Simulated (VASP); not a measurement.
# Sn2GeO2 (I4/mmm) in VASP: single point with PBE

Aim: the single point of Sn2GeO2 with PBE.

Everything below comes from runs of VASP 6.6.1. Logs are shortened: lines on timing, memory, paths and dates and some standing lists are left out, and cuts for length are marked.

**1. The structure**

Symmetry: I4/mmm, No. 139, tetragonal system. Conventional cell: a = 3.694 Å, b = 3.694 Å, c = 12.866 Å, α = 90.00°, β = 90.00°, γ = 90.00°. Around Sn (site symmetry 4mm) lie 4 O at 2.22 Å. Ge (site symmetry 4/mmm) has 8 Sn at 3.28 Å and 4 Ge at 3.69 Å and 8 O at 3.71 Å as nearest neighbours. O (site symmetry -4m2) has 4 Sn at 2.22 Å as nearest neighbours.

The cell was built by a generator and needn't be a form met in nature.

**2. Single point, PBE**

File INCAR:

```
SYSTEM = Sn2GeO2
PREC = Normal ; ENCUT = 520
EDIFF = 1E-5 ; ISMEAR = 0
SIGMA = 0.15 ; LREAL = Auto
LASPH = .True. ; NELM = 80
ALGO = Fast ; ISIF = 2
LWAVE = .False. ; LCHARG = .False.
GGA = PE ; NBANDS = 65
KPAR = 4
```

File KPOINTS:

```
Automatic mesh
0
Gamma
  9 9 9
  0 0 0
```

File POSCAR:

```
Sn2GeO2
1.0
   -1.8468400000      1.8468400000      6.4331200000
    3.6936800000     -3.6936800000     12.8662400000
    1.8468400000      1.8468400000     -6.4331200000
Sn Ge O
4 2 4
Direct
    0.6539140000      0.3269570000      0.0000000000
    0.6539140000      0.8269570000      0.0000000000
    0.3460860000      0.1730430000      0.0000000000
    0.3460860000      0.6730430000      0.0000000000
    0.0000000000      0.0000000000      0.0000000000
    0.0000000000      0.5000000000      0.0000000000
    0.2500000000      0.3750000000      0.5000000000
    0.2500000000      0.8750000000      0.5000000000
    0.7500000000      0.1250000000      0.5000000000
    0.7500000000      0.6250000000      0.5000000000
```

Potentials or basis: VASP PAW PBE potentials, release 64 (Sn_d, Ge_d, O).

Command:

```console
cat potpaw_PBE.64/Sn_d/POTCAR potpaw_PBE.64/Ge_d/POTCAR potpaw_PBE.64/O/POTCAR > POTCAR
mpirun -np 4 vasp_std > vasp.out
```

OUTCAR:

```text
SYSTEM = Sn2GeO2
   PREC = Normal
   ENCUT = 520
   EDIFF = 1E-5
   ISMEAR = 0
   LREAL = Auto
   LASPH = .True.
   NELM = 80
   ISIF = 2
   GGA = PE

 ion  position               nearest neighbor table
   1  0.654  0.327  0.000-   7 2.22  10 2.22   7 2.22   9 2.22   5 3.28   6 3.28   6 3.28   5 3.28
                             4 3.60   3 3.60   4 3.60   3 3.60   2 3.69   2 3.69
   2  0.654  0.827  0.000-   8 2.22   9 2.22   8 2.22  10 2.22   6 3.28   5 3.28   5 3.28   6 3.28
                             3 3.60   4 3.60   3 3.60   4 3.60   1 3.69   1 3.69
   3  0.346  0.173  0.000-   7 2.22   9 2.22   8 2.22   9 2.22   5 3.28   5 3.28   6 3.28   6 3.28
                             1 3.60   2 3.60   2 3.60   1 3.60   4 3.69   4 3.69
   4  0.346  0.673  0.000-   8 2.22  10 2.22   7 2.22  10 2.22   6 3.28   6 3.28   5 3.28   5 3.28
                             2 3.60   1 3.60   1 3.60   2 3.60   3 3.69   3 3.69
   5  0.000  0.000  0.000-   1 3.28   2 3.28   3 3.28   1 3.28   4 3.28   2 3.28   3 3.28   4 3.28

   6  0.000  0.500  0.000-   2 3.28   1 3.28   4 3.28   2 3.28   3 3.28   1 3.28   4 3.28   3 3.28

   7  0.250  0.375  0.500-   1 2.22   4 2.22   3 2.22   1 2.22
   8  0.250  0.875  0.500-   2 2.22   3 2.22   4 2.22   2 2.22
   9  0.750  0.125  0.500-   3 2.22   1 2.22   2 2.22   3 2.22
  10  0.750  0.625  0.500-   4 2.22   2 2.22   1 2.22   4 2.22

  LATTYP: Found a base centered monoclinic cell.
 ALAT       =    13.3859405228
 B/A-ratio  =     0.2759372786
 C/A-ratio  =     0.5518745573
 COS(beta)  =    -0.2759372786

  Lattice vectors:

 A1 = (  -1.8468400000,   1.8468400000,   6.4331200000)
 A2 = (  -1.8468400000,  -1.8468400000,   6.4331200000)
 A3 = (   7.3873600000,   0.0000000000,   0.0000000000)

Analysis of symmetry for initial positions (statically):
=====================================================================
 Subroutine PRICEL returns following result:

  LATTYP: Found a body centered tetragonal cell.
 ALAT       =     3.6936800000
 C/A-ratio  =     3.4833120357

  Lattice vectors:

 A1 = (  -1.8468400000,   1.8468400000,   6.4331200000)
 A2 = (   1.8468400000,  -1.8468400000,   6.4331200000)
 A3 = (   1.8468400000,   1.8468400000,  -6.4331200000)

   2 primitive cells build up your supercell.

 Routine SETGRP: Setting up the symmetry group for a
 base centered monoclinic supercell.

 Subroutine GETGRP returns: Found  4 space group operations
 (whereof  4 operations were pure point group operations)
 out of a pool of  4 trial point group operations.

The static configuration has the point symmetry C_2h.

Analysis of symmetry for dynamics (positions and initial velocities):
=====================================================================
 Subroutine PRICEL returns following result:

  LATTYP: Found a body centered tetragonal cell.
 ALAT       =     3.6936800000
 C/A-ratio  =     3.4833120357

  Lattice vectors:

 A1 = (  -1.8468400000,   1.8468400000,   6.4331200000)
 A2 = (   1.8468400000,  -1.8468400000,   6.4331200000)
 A3 = (   1.8468400000,   1.8468400000,  -6.4331200000)

   2 primitive cells build up your supercell.

 Routine SETGRP: Setting up the symmetry group for a
 base centered monoclinic supercell.

 Subroutine GETGRP returns: Found  4 space group operations
 (whereof  4 operations were pure point group operations)
 out of a pool of  4 trial point group operations.

The dynamic configuration has the point symmetry C_2h.

 Subroutine INISYM returns: Found  4 space group operations
 (whereof  4 operations are pure point group operations),
 and found     2 'primitive' translations

----------------------------------------------------------------------------------------

                                     Primitive cell

  volume of cell :      87.7688

  direct lattice vectors                    reciprocal lattice vectors
    -1.846840000  1.846840000  6.433120000     0.000000000  0.270732711  0.077722785
     1.846840000 -1.846840000  6.433120000     0.270732711  0.000000000  0.077722785
     1.846840000  1.846840000 -6.433120000     0.270732711  0.270732711  0.000000000

  length of vectors
     6.943102254  6.943102254  6.943102254     0.281668301  0.281668301  0.382873872

  position of ions in fractional coordinates (direct lattice)
     0.653914000  0.653914000  0.000000000
     0.346086000  0.346086000  0.000000000
     0.000000000  0.000000000  0.000000000
     0.250000000  0.750000000  0.500000000
     0.750000000  0.250000000  0.500000000

  ion indices of the primitive-cell ions
   primitive index   ion index
                 1           1
                 2           3
                 3           6
                 4           7
                 5           9

----------------------------------------------------------------------------------------

 KPOINTS: Automatic mesh

Automatic generation of k-mesh.
 Grid dimensions read from file:
 generate k-points for:    9    9    9

 Generating k-lattice:

  Cartesian coordinates                     Fractional coordinates (reciprocal lattice)
     0.000000000  0.030081412  0.008635865     0.111111111 -0.000000000  0.000000000
     0.015040706  0.000000000  0.004317932    -0.000000000  0.111111111  0.000000000
     0.030081412  0.030081412  0.000000000     0.000000000  0.000000000  0.111111111

  Length of vectors
     0.031296478  0.015648239  0.042541541

  Shift w.r.t. Gamma in fractional coordinates (k-lattice)
     0.000000000  0.000000000  0.000000000

 Subroutine IBZKPT returns following result:
 ===========================================

 Found    205 irreducible k-points:

 Following reciprocal coordinates:
            Coordinates               Weight
  0.000000  0.000000  0.000000      1.000000
  0.111111  0.000000 -0.000000      4.000000
  0.222222  0.000000 -0.000000      4.000000
  0.333333  0.000000 -0.000000      4.000000
  0.444444  0.000000 -0.000000      4.000000
  0.000000  0.111111 -0.000000      2.000000
[... 16 lines left out ...]
 -0.111111  0.222222 -0.000000      4.000000
  0.000000  0.333333 -0.000000      2.000000
 [... further k-points ...]
   k-points           NKPTS =    205   k-points in BZ     NKDIM =    205   number of bands    NBANDS=     65
   number of dos      NEDOS =    301   number of ions     NIONS =     10
   total plane-waves  NPLWV = 128000
   dimension x,y,z NGX =    40 NGY =   80 NGZ =   40
   dimension x,y,z NGXF=    80 NGYF=  160 NGZF=   80
   ions per type =               4   2   4
   NGX,Y,Z   is equivalent  to a cutoff of   9.58,  9.58,  9.58 a.u.
   NGXF,Y,Z  is equivalent  to a cutoff of  19.16, 19.16, 19.16 a.u.
 SYSTEM =  Sn2GeO2
   PREC   = normal    normal or accurate (medium, high low for compatibility)
   ISTART =      0    job   : 0-new  1-cont  2-samecut
   ICHARG =      2    charge: 1-file 2-atom 10-const
   ISPIN  =      1    spin polarized calculation?
   LNONCOLLINEAR =      F non collinear calculations
   LSORBIT =      F    spin-orbit coupling
   LASPH  =      T    aspherical Exc in radial PAW
   ENCUT  =  520.0 eV  38.22 Ry    6.18 a.u.  12.91 25.82 12.91*2*pi/ulx,y,z
   NELM   =     80;   NELMIN=  2; NELMDL= -5     # of ELM steps
   EDIFF  = 0.1E-04   stopping-criterion for ELM
   LREAL  =      T    real-space projection
   EDIFFG = 0.1E-03   stopping-criterion for IOM
   NSW    =      0    number of steps for IOM
   IBRION =     -1    ionic relax: 0-MD 1-quasi-New 2-CG
   NFREE  =      0    steps in history (QN), initial steepest desc. (CG)
   ISIF   =      2    stress and relaxation
   ISYM   =      2    0-nonsym 1-usesym 2-fastsym
   POTIM  = 0.5000    time-step for ionic-motion
   TEBEG  =    0.0;   TEEND  =   0.0 temperature during run
   PSTRESS=    0.0 pullay stress
   NELECT =     108.0000    total number of electrons
   NUPDOWN=      -1.0000    fix difference up-down
   EMIN   =  10.00;   EMAX   =-10.00  energy-range for DOS
   EFERMI =   0.00;   METHOD = LEGACY
   ISMEAR =     0;   SIGMA  =   0.15  broadening in eV -4-tet -1-fermi 0-gaus
   EFERMI_NEDOS =   21; number of points for ismear=-14 and -15
   IALGO  =     68    algorithm
   IMIX   =      4    mixing-type and parameters
     AMIX     =   0.40;   BMIX     =  1.00
     AMIX_MAG =   1.60;   BMIX_MAG =  1.00
  volume/ion in A,a.u.               =      17.55       118.46
  Fermi-wavevector in a.u.,A,eV,Ry     =   1.392385  2.631226 26.378107  1.938736
  Thomas-Fermi vector in A             =   2.516133
   LORBIT       =      0    0 simple, 1 ext, 2 COOP (PROOUT), +10 PAW based schemes
   GGA     = PE    functional components
   LHFCALC =     F    Hartree Fock is set to
   AEXX    =    0.0000 exact exchange contribution
   IVDW    =     0    specifies the selected vdW correction
   LEPSILON=     F    determine dielectric tensor
   LRPA    =     F    only Hartree local field effects (RPA)
 non-spin polarized calculation
 RMM-DIIS sequential band-by-band and
 Gauss-broadening in eV      SIGMA  =   0.15
  energy-cutoff  :      520.00
  volume of cell :      175.54
 maximum number of plane-waves:      4749
   NGX = 25   NGY = 51   NGZ = 25

 number of electron     108.0000070 magnetization

 Free energy of the ion-electron system (eV)
  ---------------------------------------------------
  ext. energy  EPLUGINS =         0.00000000
  ---------------------------------------------------
  free energy    TOTEN  =       -51.66276762 eV

  energy without entropy =      -51.62394811  energy(sigma->0) =      -51.64335786

 E-fermi :   7.0836     XC(G=0): -10.6651

 val. band max:        7.0829075880   @ k =  -0.3333  -0.2222   0.1111
 cond. band min:       7.0898155922   @ k =   0.3333   0.2222   0.2222
 fundamental gap:      0.0069080043
 Fermi energy:         7.0835911006

 k-point     1 :       0.0000    0.0000    0.0000
  band No.  band energies     occupation
      1     -17.7164      2.00000
      2     -17.7108      2.00000
      3     -17.7083      2.00000
      4     -17.7074      2.00000
      5     -17.6679      2.00000
      6     -17.6649      2.00000
[... 57 lines left out ...]
     64      13.2291      0.00000
     65      13.3319      0.00000

 k-point     2 :       0.1111    0.0000   -0.0000
  band No.  band energies     occupation
      1     -17.7154      2.00000
      2     -17.7112      2.00000
      3     -17.7078      2.00000
      4     -17.7072      2.00000
      5     -17.6679      2.00000
      6     -17.6653      2.00000
[... 57 lines left out ...]
     64      13.0479      0.00000
     65      13.4636      0.00000

 k-point     3 :       0.2222    0.0000   -0.0000
  band No.  band energies     occupation
      1     -17.7129      2.00000
      2     -17.7124      2.00000
      3     -17.7088      2.00000
      4     -17.7044      2.00000
      5     -17.6678      2.00000
      6     -17.6664      2.00000
[... 1417 lines left out ...]
     64      12.3507      0.00000
     65      13.2556      0.00000

 k-point    24 :       0.0000    0.3333   -0.0000
  band No.  band energies     occupation
      1     -17.7143      2.00000
      2     -17.7102      2.00000
      3     -17.7099      2.00000
      4     -17.7082      2.00000
      5     -17.6670      2.00000
      6     -17.6651      2.00000
[... 57 lines left out ...]
     64      12.7168      0.00000
     65      12.9199      0.00000

 [... further k-points ...]

------------------------ aborting loop because EDIFF is reached ----------------------------------------

  FORCE on cell =-STRESS in cart. coord.  units (eV):
  Direction    XX          YY          ZZ          XY          YZ          ZX
  --------------------------------------------------------------------------------------
  -------------------------------------------------------------------------------------
  Total        0.3483958     -0.1577433      0.3613478      0.0000000      0.0000000     -0.0005507
  in kB        3.1798989     -1.4397636      3.2981148      0.0000000      0.0000000     -0.0050267
  external PRESSURE =       1.6794167 kB  Pullay stress =       0.0000000 kB

 VOLUME and BASIS-vectors are now :
 -----------------------------------------------------------------------------
  energy-cutoff  :      520.00
  volume of cell :      175.54
      direct lattice vectors                 reciprocal lattice vectors
    -1.846840000  1.846840000  6.433120000     0.000000000  0.270732711  0.077722785
     3.693680000 -3.693680000 12.866240000     0.135366356  0.000000000  0.038861392
     1.846840000  1.846840000 -6.433120000     0.270732711  0.270732711  0.000000000

 POSITION                                       TOTAL-FORCE (eV/Angst)
 -----------------------------------------------------------------------------------
      0.00000      0.00000      8.41341        -0.000025      0.000000      0.056267
      1.84684     -1.84684     14.84653        -0.000025      0.000000      0.056267
      0.00000      0.00000      4.45283         0.000025     -0.000000     -0.056267
      1.84684     -1.84684     10.88595         0.000025     -0.000000     -0.056267
      0.00000      0.00000      0.00000         0.000000      0.000000     -0.000000
      1.84684     -1.84684      6.43312         0.000000      0.000000     -0.000000
      1.84684      0.00000      3.21656         0.000009      0.000000     -0.006230
      3.69368     -1.84684      9.64968         0.000009      0.000000     -0.006230
      0.00000      1.84684      3.21656        -0.000009      0.000000      0.006230
      1.84684      0.00000      9.64968        -0.000009     -0.000000      0.006230
 -----------------------------------------------------------------------------------
    total drift:                               -0.000000     -0.000000      0.000000

  FREE ENERGIE OF THE ION-ELECTRON SYSTEM (eV)
  ---------------------------------------------------
  free  energy   TOTEN  =       -51.6627676156 eV

  energy  without entropy=      -51.6239481097  energy(sigma->0) =      -51.64335786
```

It took 36 min on 4 MPI ranks of Intel Xeon Platinum 8559C (Emerald Rapids), shared host; peak memory 1.4 GiB.

Results:

| Property | Result |
| --- | --- |
| Free energy | -51.6628 eV |
| Pressure | 0.2 GPa |
| Largest force | 0.056 eV/Å |
| Band gap on the k mesh | none (metal or under the smearing width) |

Forces in eV/Å, atoms in the order of the input:
```
Sn   0.000  0.000  0.056
Sn   0.000  0.000  0.056
Sn   0.000  0.000 -0.056
Sn   0.000  0.000 -0.056
Ge   0.000  0.000  0.000
Ge   0.000  0.000  0.000
O    0.000  0.000 -0.006
O    0.000  0.000 -0.006
O    0.000  0.000  0.006
O    0.000  0.000  0.006
```

Stress tensor (GPa, compression positive):
```
 0.32  0.00  0.00
 0.00 -0.14  0.00
 0.00  0.00  0.33
```

Levels at points of the mesh, in eV from the Fermi level:
| k point | band 52 | band 53 | band 54 | band 55 | band 56 | band 57 |
| --- | --- | --- | --- | --- | --- | --- |
| (0.00, 0.00, 0.00) | -1.70 | -0.77 | 0.91 | 0.91 | 1.64 | 2.07 |
